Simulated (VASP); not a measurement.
```yaml
crystal:
  lattice:
    - [3.13174, 0.00000, 0.00000]
    - [-1.56587, 2.71217, 0.00000]
    - [0.00000, 0.00000, 6.53993]
  atoms:
    - { symbol: Ag, position: [0.00000, 0.00000, 0.00000] }
    - { symbol: Ag, position: [0.00000, 0.00000, 0.50000] }
    - { symbol: F, position: [0.33333, 0.66667, 0.25000] }
    - { symbol: F, position: [0.66667, 0.33333, 0.75000] }
```

Calculation: PBEsol GGA, VASP's PBE PAW potentials (set 64) (plane waves; VASP). Run with 520 eV cut-off, 13×13×6 Γ-centred mesh, tetrahedra with Blöchl corrections, potentials Ag F.

The cores are frozen, which limits the accuracy of field gradients.

Task: Give the principal components of the electric field gradient (V/Å²) and the asymmetry η at each nucleus.

Result: 
| atom | Vxx | Vyy | Vzz | η |
|---|---|---|---|---|
| Ag1 | 15.2 | 15.2 | -30.4 | 0.00 |
| Ag2 | 15.2 | 15.2 | -30.4 | 0.00 |
| F3 | -22.4 | -22.4 | 44.8 | 0.00 |
| F4 | -22.4 | -22.4 | 44.8 | 0.00 |

The structure was generated: AgF was put into the NiAs type type (P6_3/mmc), which need not be its known phase. It was relaxed first, which changed the volume by +38 %.
